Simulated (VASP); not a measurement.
Data:

```yaml
crystal:
  lattice:
    - [0.00000, 3.35586, 3.35586]
    - [3.35586, 0.00000, 3.35586]
    - [3.35586, 3.35586, 0.00000]
  atoms:
    - { symbol: Sr, position: [0.00000, 0.00000, 0.00000] }
    - { symbol: Te, position: [0.50000, 0.50000, 0.50000] }
```

Calculation: r2SCAN meta-GGA, VASP's PBE PAW potentials (set 64) (plane waves; VASP). Settings: 520 eV cut-off, 6×6×6 Γ-centred mesh, Gaussian smearing of 0.050 eV, potentials Sr_sv Te.

Unless said otherwise, spin-orbit coupling is left out, though it shifts the bands of the heavy elements here.

Question: Estimate the energy per atom (σ→0), band gap (on the k-mesh) with the smallest direct gap where there is one.

Answer: 
```json
{
  "band gap (on the k-mesh)": "2.15 eV",
  "smallest direct gap (on the k-mesh)": "2.89 eV",
  "energy per atom (σ→0)": "-22.298 eV/atom"
}
```

The absolute energy has meaning only against runs of the same code, potentials and settings.

The compound is SrTe in the rock salt structure. It was relaxed first. The start is the result of an earlier pass.
